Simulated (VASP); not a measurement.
```yaml
crystal:
  lattice:
    - [2.90641, 0.00000, 0.00000]
    - [0.00000, 2.90641, 0.00000]
    - [0.00000, 0.00000, 2.90641]
  atoms:
    - { symbol: Li, position: [0.00000, 0.00000, 0.00000] }
    - { symbol: Pd, position: [0.50000, 0.50000, 0.50000] }
```

The numbers are results of PBEsol GGA, VASP's PBE PAW potentials (set 64) (plane waves; VASP 6.6.1), not measurements. Settings: 400 eV cut-off, 11×11×11 Γ-centred mesh, Fermi-Dirac smearing of 0.10 eV, potentials Li_sv Pd.

### Question
Estimate the energy per atom (σ→0), band gap (on the k-mesh) with the smallest direct gap where there is one.

### Answer

| Item | Result |
|---|---|
| band gap (on the k-mesh) | none (metal, semimetal or under 0.01 eV) |
| energy per atom (σ→0) | -4.315 eV/atom |

Total energies compare only between runs with the same potentials, cut-off and functional.

The structure comes from a computed database's LiPd entry (Pm-3m); how it stands against other phases isn't given here. The cell was not relaxed at this level. The electron count is odd and the run is not spin-polarised, which forces a metal.
